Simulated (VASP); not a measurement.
Calculation: r2SCAN meta-GGA, VASP's PBE PAW potentials (set 64) (plane waves; VASP).

VASP input:

File KPOINTS:
```
kpoints
0
gamma
 13 13 8
0 0 0
```

### INCAR
```
SYSTEM=Tb
PREC=Accurate; ENCUT=400; LREAL=F
LASPH=T
EDIFF=1E-7; NELM=100; ALGO=Normal
LMAXMIX=6; LMIXTAU=T
ISMEAR=-5
METAGGA=R2SCAN
ISIF=2
LWAVE=F; LCHARG=F; LORBIT=11
NEDOS=601
```

File POSCAR:
```
Tb
1
    1.8356922875    -3.1795118285     0.0000000000
    1.8356922875     3.1795118285     0.0000000000
    0.0000000000     0.0000000000     5.6036528878
Tb
2
Direct
  0.3333330000   0.6666670000   0.2500000000
  0.6666670000   0.3333330000   0.7500000000
```

**KPOINTS_OPT**
```
k-points along high-symmetry lines
6
Line-mode
Reciprocal
  0.000000   0.000000   0.000000 ! GAMMA
  0.000000   0.500000   0.000000 ! M

  0.000000   0.500000   0.000000 ! M
 -0.333333   0.666667   0.000000 ! K

 -0.333333   0.666667   0.000000 ! K
  0.000000   0.000000   0.000000 ! GAMMA

  0.000000   0.000000   0.000000 ! GAMMA
  0.000000   0.000000   0.500000 ! A

  0.000000   0.000000   0.500000 ! A
  0.000000   0.500000   0.500000 ! L

  0.000000   0.500000   0.500000 ! L
 -0.333333   0.666667   0.500000 ! H

 -0.333333   0.666667   0.500000 ! H
  0.000000   0.000000   0.500000 ! A

  0.000000   0.500000   0.500000 ! L
  0.000000   0.500000   0.000000 ! M

 -0.333333   0.666667   0.500000 ! H
 -0.333333   0.666667   0.000000 ! K
```

POTCAR, in this order: Tb_3 (PBE.64 set). Program: vasp_std.

The run wrote:

### OSZICAR
```
       N       E                     dE             d eps       ncg     rms          rms(c)
DAV:   1    -0.177916378222E+02   -0.17792E+02   -0.81090E+03  2738   0.106E+03
DAV:   2    -0.628682721669E+02   -0.45077E+02   -0.44063E+02  2940   0.233E+02
DAV:   3    -0.648412708687E+02   -0.19730E+01   -0.18697E+01  3760   0.295E+01
DAV:   4    -0.648872881691E+02   -0.46017E-01   -0.45355E-01  3292   0.447E+00
DAV:   5    -0.648888122071E+02   -0.15240E-02   -0.15359E-02  4128   0.634E-01    0.280E+01
DAV:   6    -0.627520955908E+02    0.21367E+01   -0.38663E-01  2805   0.657E+00    0.153E+01
DAV:   7    -0.612406727863E+02    0.15114E+01   -0.57646E-01  3246   0.723E+00    0.165E+00
DAV:   8    -0.624906749132E+02   -0.12500E+01   -0.55307E-01  3035   0.635E+00    0.356E+00
DAV:   9    -0.625523059026E+02   -0.61631E-01   -0.27194E-02  2980   0.140E+00    0.151E+00
DAV:  10    -0.624091963839E+02    0.14311E+00   -0.21635E-02  2790   0.173E+00    0.166E+00
DAV:  11    -0.624131256786E+02   -0.39293E-02   -0.15924E-03  3470   0.411E-01    0.125E+00
DAV:  12    -0.624289312184E+02   -0.15806E-01   -0.73852E-02  2730   0.300E+00    0.687E-01
DAV:  13    -0.624278159676E+02    0.11153E-02   -0.82640E-04  3329   0.275E-01    0.769E-01
DAV:  14    -0.624322573511E+02   -0.44414E-02   -0.17956E-03  2780   0.398E-01    0.506E-01
DAV:  15    -0.624321079469E+02    0.14940E-03   -0.90865E-05  2950   0.773E-02    0.509E-01
DAV:  16    -0.624319864459E+02    0.12150E-03   -0.80350E-06  3295   0.271E-02    0.505E-01
DAV:  17    -0.624328057271E+02   -0.81928E-03   -0.25849E-04  2790   0.162E-01    0.783E-01
DAV:  18    -0.624326394274E+02    0.16630E-03   -0.21477E-05  2825   0.469E-02    0.696E-01
DAV:  19    -0.624337513312E+02   -0.11119E-02   -0.49823E-04  2800   0.192E-01    0.701E-01
DAV:  20    -0.624338135960E+02   -0.62265E-04   -0.38305E-04  2965   0.183E-01    0.558E-01
DAV:  21    -0.624340408603E+02   -0.22726E-03   -0.98158E-05  2780   0.983E-02    0.509E-01
DAV:  22    -0.624339444872E+02    0.96373E-04   -0.46478E-05  2920   0.746E-02    0.321E-01
DAV:  23    -0.624339220175E+02    0.22470E-04   -0.10794E-04  2760   0.130E-01    0.117E-01
DAV:  24    -0.624339716149E+02   -0.49597E-04   -0.19891E-05  2790   0.348E-02    0.654E-02
DAV:  25    -0.624339361330E+02    0.35482E-04   -0.89029E-06  2780   0.386E-02    0.281E-02
DAV:  26    -0.624339630559E+02   -0.26923E-04   -0.22421E-06  2795   0.213E-02    0.111E-02
DAV:  27    -0.624339370311E+02    0.26025E-04   -0.11153E-06  2955   0.121E-02    0.669E-03
DAV:  28    -0.624339396941E+02   -0.26630E-05   -0.68112E-07  2850   0.703E-03    0.439E-03
DAV:  29    -0.624339369703E+02    0.27238E-05   -0.87281E-08  1690   0.275E-03    0.783E-04
DAV:  30    -0.624339366990E+02    0.27129E-06   -0.34329E-08  1455   0.205E-03    0.991E-04
DAV:  31    -0.624339371526E+02   -0.45363E-06   -0.87899E-09  1440   0.925E-04    0.130E-04
DAV:  32    -0.624339373149E+02   -0.16224E-06   -0.12933E-09  1435   0.408E-04    0.815E-05
DAV:  33    -0.624339371385E+02    0.17636E-06   -0.32911E-10  1425   0.190E-04    0.749E-05
DAV:  34    -0.624339372264E+02   -0.87882E-07   -0.10501E-10  1425   0.910E-05
   1 F= -.62433937E+02 E0= -.62433937E+02  d E =0.000000E+00
       N       E                     dE             ncg
```

File OUTCAR:
```
------------------------ aborting loop because EDIFF is reached ----------------------------------------
  FORCE on cell =-STRESS in cart. coord.  units (eV):
  Direction    XX          YY          ZZ          XY          YZ          ZX
  --------------------------------------------------------------------------------------
  Total       -0.0484749     -0.0484749      0.1220047      0.0000000     -0.0000000     -0.0000000
  in kB       -1.1873158     -1.1873154      2.9883096      0.0000000     -0.0000000     -0.0000000
  external PRESSURE =       0.2045595 kB  Pullay stress =       0.0000000 kB
  volume of cell :       65.41
      direct lattice vectors                 reciprocal lattice vectors
     1.835692287 -3.179511828  0.000000000     0.272376805 -0.157256845  0.000000000
     1.835692287  3.179511828  0.000000000     0.272376805  0.157256845  0.000000000
     0.000000000  0.000000000  5.603652888     0.000000000  0.000000000  0.178455022
 POSITION                                       TOTAL-FORCE (eV/Angst)
 -----------------------------------------------------------------------------------
      1.83569      1.05984      1.40091        -0.000000     -0.000000      0.000000
      1.83569     -1.05984      4.20274         0.000000      0.000000      0.000000
 -----------------------------------------------------------------------------------
    total drift:                                0.000000      0.000114     -0.000010
  FREE ENERGIE OF THE ION-ELECTRON SYSTEM (eV)
  ---------------------------------------------------
  free  energy   TOTEN  =       -62.4339372264 eV

  energy  without entropy=      -62.4339372264  energy(sigma->0) =      -62.43393723

 total charge

# of ion       s       p       d       tot
------------------------------------------
    1        0.436   6.332   1.087   7.855
    2        0.436   6.332   1.087   7.855
--------------------------------------------------
tot          0.873  12.664   2.174  15.711
```
(Selected blocks of OUTCAR.)

The 4f electrons are frozen in the core of the lanthanide potential, so 4f levels, which can set the real gap, and their magnetism are missing. For a metal the tetrahedron method with Blöchl corrections gives inexact stress and forces.

The compound is Tb in the hcp structure. It was relaxed first.
